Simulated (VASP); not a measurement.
A run of VASP 6.6.1:

Contents of INCAR:

```
  ALGO = Normal
  EDIFF = 1E-7
  ENCUT = 520
  GGA = PS
  ISIF = 2
  ISMEAR = -1
  LASPH = True
  LCHARG = False
  LREAL = False
  LWAVE = False
  NBANDS = 26
  NELM = 80
  PREC = Accurate
  SIGMA = 0.05
```

The input KPOINTS:

```
k-points
0
Gamma
  7 7 7
```

Contents of POSCAR:

```
Sn2Pt
1.0
    0.0000000000      3.2125000000      3.2125000000
    3.2125000000      0.0000000000      3.2125000000
    3.2125000000      3.2125000000      0.0000000000
Pt Sn
1 2
Direct
    0.0039900000     -0.0022060000     -0.0079200000
    0.7475320000      0.7448380000      0.7577600000
    0.2481100000      0.2405270000      0.2606570000
```

Potentials or basis: VASP PAW PBE potentials, release 64 (Pt, Sn_d).

Launch:

```console
$ cat potpaw_PBE.64/Pt/POTCAR potpaw_PBE.64/Sn_d/POTCAR > POTCAR
$ mpirun -np 1 vasp_std > vasp.out
```

Hardware: 1 thread of Intel(R) Xeon(R) Platinum 8488C (Sapphire Rapids) (shared host).

How long does it take, and how much memory?

It took 4.4 min on 1 thread of Intel(R) Xeon(R) Platinum 8488C (Sapphire Rapids), with other jobs on the host, peak memory 0.4 GiB. Counts: scf iterations 15, k points 172.
